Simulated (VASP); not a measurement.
Input:

```yaml
crystal:
  lattice:
    - [1.38210, -2.39387, 0.00000]
    - [1.38210, 2.39387, 0.00000]
    - [0.00000, 0.00000, 4.36560]
  atoms:
    - { symbol: Ru, position: [0.33333, 0.66667, 0.25000] }
    - { symbol: Ru, position: [0.66667, 0.33333, 0.75000] }
```

Level of theory: PBE GGA, VASP's PBE PAW potentials (set 64) (plane waves; VASP). Settings: 400 eV cut-off, 3×3×2 Γ-centred mesh, first-order Methfessel-Paxton smearing of 0.10 eV, potentials Ru_pv.

Gaps are read on the run's mesh, which can miss a band edge.

What does the run give for the energy per atom (σ→0), pressure, band gap (on the k-mesh) with the smallest direct gap where there is one?

| Quantity | Result |
|---|---|
| band gap (on the k-mesh) | none (metal, semimetal or under 0.01 eV) |
| energy per atom (σ→0) | -8.795 eV/atom |
| pressure | -7.12 GPa |

Only differences to runs with the same potentials and settings are physical.

The compound is Ru in the hcp structure. The cell was not relaxed at this level. The k-mesh is coarse (spacing up to 0.87 per Å, 2π included), so the numbers may not be converged in it. The run is one of a series of settings (KPOINTS 3×3×2 Γ-centred mesh against the base run), some of them coarse on purpose. VASP warned that the highest band is occupied, so more bands are needed.
